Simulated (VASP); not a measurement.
All values below come from PBE GGA, VASP's PBE PAW potentials (set 64) (plane waves; VASP).

VASP input:

### POSCAR
```
NaCl
5.7133040
  0.0000000000   0.5000000000   0.5000000000
  0.5000000000   0.0000000000   0.5000000000
  0.5000000000   0.5000000000   0.0000000000
Na Cl
1 1
Cartesian
  0.0000000000   0.0000000000   0.0000000000
  0.5000000000   0.5000000000   0.5000000000
```

KPOINTS:
```
Automatic mesh
0
Gamma
8 8 8
0 0 0
```

### INCAR
```
! general
SYSTEM = NaCl
PREC   = Accurate
ENCUT  = 300
LREAL  = .FALSE.
LASPH  = .TRUE.

! electronic loop
EDIFF  = 1E-6
NELM   = 100
ALGO   = Normal

! smearing
ISMEAR = 0
SIGMA  = 0.01

! functional
GGA    = PE

! ions
ISIF   = 2

! output
LWAVE  = .FALSE.
LCHARG = .FALSE.
```

POTCAR, in this order: Na_pv Cl (PBE.64 set). Program: vasp_std.

Output

File OSZICAR:
```
       N       E                     dE             d eps       ncg     rms          rms(c)
DAV:   1     0.745048909193E+02    0.74505E+02   -0.56301E+03   679   0.854E+02
DAV:   2    -0.108619966363E+01   -0.75591E+02   -0.69683E+02   715   0.227E+02
DAV:   3    -0.687404223507E+01   -0.57878E+01   -0.57555E+01   761   0.668E+01
DAV:   4    -0.698162353278E+01   -0.10758E+00   -0.10750E+00   721   0.983E+00
DAV:   5    -0.698394494599E+01   -0.23214E-02   -0.23210E-02   822   0.137E+00    0.218E+00
DAV:   6    -0.678399273821E+01    0.19995E+00   -0.40697E-01   716   0.408E+00    0.166E+00
DAV:   7    -0.677188928390E+01    0.12103E-01   -0.91854E-02   756   0.196E+00    0.110E+00
DAV:   8    -0.677773375150E+01   -0.58445E-02   -0.97388E-03   665   0.102E+00    0.233E-01
DAV:   9    -0.677768939629E+01    0.44355E-04   -0.18706E-04   779   0.127E-01    0.128E-01
DAV:  10    -0.677784517618E+01   -0.15578E-03   -0.31117E-04   662   0.151E-01    0.416E-02
DAV:  11    -0.677783966053E+01    0.55156E-05   -0.14951E-05   746   0.388E-02    0.607E-03
DAV:  12    -0.677784052207E+01   -0.86153E-06   -0.84039E-07   677   0.986E-03
   1 F= -.67778405E+01 E0= -.67778405E+01  d E =-.315977E-94
```

OUTCAR:
```
------------------------ aborting loop because EDIFF is reached ----------------------------------------
  FORCE on cell =-STRESS in cart. coord.  units (eV):
  Direction    XX          YY          ZZ          XY          YZ          ZX
  --------------------------------------------------------------------------------------
  Total       -0.1370344     -0.1370344     -0.1370344      0.0000000     -0.0000000      0.0000000
  in kB       -4.7091033     -4.7091033     -4.7091033      0.0000000     -0.0000000      0.0000000
  external PRESSURE =      -4.7091033 kB  Pullay stress =       0.0000000 kB
  volume of cell :       46.62
      direct lattice vectors                 reciprocal lattice vectors
     0.000000000  2.856652000  2.856652000    -0.175030070  0.175030070  0.175030070
     2.856652000  0.000000000  2.856652000     0.175030070 -0.175030070  0.175030070
     2.856652000  2.856652000  0.000000000     0.175030070  0.175030070 -0.175030070
  FREE ENERGIE OF THE ION-ELECTRON SYSTEM (eV)
  ---------------------------------------------------
  free  energy   TOTEN  =        -6.7778405221 eV

  energy  without entropy=       -6.7778405221  energy(sigma->0) =       -6.77784052
```
(Selected blocks of OUTCAR.)

OUTCAR:
```
 val. band max:       -0.9475166526   @ k =   0.0000   0.0000   0.0000

 cond. band min:       4.0072101177   @ k =   0.0000   0.0000   0.0000


 Fermi energy:        -0.8035456828

 k-point     1 :       0.0000    0.0000    0.0000
  band No.  band energies     occupation
      1     -21.8330      2.00000
      2     -21.8330      2.00000
      3     -21.8330      2.00000
      4     -13.5270      2.00000
      5      -0.9475      2.00000
      6      -0.9475      2.00000
      7      -0.9475      2.00000
      8       4.0072      0.00000
      9      10.1363      0.00000
     10      10.1363      0.00000
     11      10.1363      0.00000

 k-point     2 :       0.1250    0.0000    0.0000
  band No.  band energies     occupation
      1     -21.8366      2.00000
      2     -21.8333      2.00000
      3     -21.8332      2.00000
      4     -13.4851      2.00000
      5      -1.2946      2.00000
      6      -0.9848      2.00000
      7      -0.9848      2.00000
      8       4.4876      0.00000
      9       9.5851      0.00000
     10      10.3183      0.00000
     11      10.3183      0.00000

 k-point     3 :       0.2500    0.0000    0.0000
  band No.  band energies     occupation
      1     -21.8452      2.00000
      2     -21.8339      2.00000
      3     -21.8339      2.00000
      4     -13.3813      2.00000
      5      -1.9802      2.00000
      6      -1.0726      2.00000
      7      -1.0725      2.00000
      8       5.4594      0.00000
      9       8.9715      0.00000
     10      10.3766      0.00000
     11      10.3766      0.00000

 k-point     4 :       0.3750    0.0000    0.0000
  band No.  band energies     occupation
      1     -21.8537      2.00000
      2     -21.8346      2.00000
      3     -21.8346      2.00000
      4     -13.2735      2.00000
      5      -2.5457      2.00000
      6      -1.1568      2.00000
      7      -1.1568      2.00000
      8       6.1132      0.00000
      9       9.0656      0.00000
...
```

At this cut-off the stress carries a Pulay error, which pulls relaxed volumes low.

The structure comes from a computed database's NaCl entry; how it stands against other phases isn't given here. The cell was not relaxed at this level. The run is one of a series of settings (GGA = PE, KPOINTS 8×8×8 Γ-centred mesh, POTCAR Na_pv Cl (PBE.64 set) against the base run), some of them coarse on purpose.
